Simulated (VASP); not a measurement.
Given:

```yaml
crystal:
  lattice:
    - [3.17576, 0.00000, 0.00000]
    - [0.00000, 3.17576, 0.00000]
    - [0.00000, 0.00000, 3.17576]
  atoms:
    - { symbol: Zn, position: [0.50000, 0.50000, 0.50000] }
    - { symbol: Au, position: [0.00000, 0.00000, 0.00000] }
```

Method: PBE GGA with D4 dispersion, VASP's PBE PAW potentials (set 64) (plane waves; VASP). Numerical set-up: 520 eV cut-off, 12×12×12 Γ-centred mesh, first-order Methfessel-Paxton smearing of 0.10 eV, potentials Zn Au.

Give the stress tensor in GPa (positive for a compressed cell).

```
-3.64   0.00   0.00
 0.00  -3.64   0.00
 0.00   0.00  -3.64
```
The pressure is its mean diagonal, -3.64 GPa.

The compound is AuZn in the CsCl type structure. This cell is one point of a volume scan, at 1.03 of the reference volume. The electron count is odd and the run is not spin-polarised, which forces a metal.
